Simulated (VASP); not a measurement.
The system is KLaPt2.

```
K La Pt
1.0
     3.88409    0.00000    0.00000
    -1.94204    3.36372    0.00000
    -1.94204    1.12124    6.54696
K La Pt
1 1 2
Direct
  0.00000 0.00000 0.00000
  0.50000 0.50000 0.50000
  0.24000 0.76000 0.72000
  0.76000 0.24000 0.28000
```

The cell was built by a generator and needn't be a form met in nature.

Base run:

```yaml
Program: VASP 6.6.1
Functional: PBE
Potentials_or_basis: VASP PAW PBE potentials, release 64 (K_sv, La, Pt)
Cutoff: 520 eV
k_mesh: 5 × 5 × 5
Occupations: fermi-dirac, width 0.1 eV
Spin: no spin polarisation
```

Its results: band gap on the k mesh 0.38 eV, indirect (least direct gap 0.50 eV); pressure 29.9 GPa; largest force 1.473 eV/Å.

Q: The run is repeated on the same cell with these changes: k mesh from 5 × 5 × 5 to 6 × 6 × 6. What comes out?

A: Band gap on the k mesh 0.29 eV, indirect (least direct gap 0.50 eV); pressure 29.7 GPa; largest force 1.511 eV/Å.

Caveats: a pressure of tens of GPa on the cell as given is suspect, and the run, the potentials or the cell itself is likely at fault; spin-orbit coupling is left out, which moves the levels of the heavy elements; forces of over 1 eV/Å show positions far from the minimum, so gaps and moduli don't describe the material at rest; an odd mesh through Γ misses points on the zone boundary, where band edges often lie (some runs).
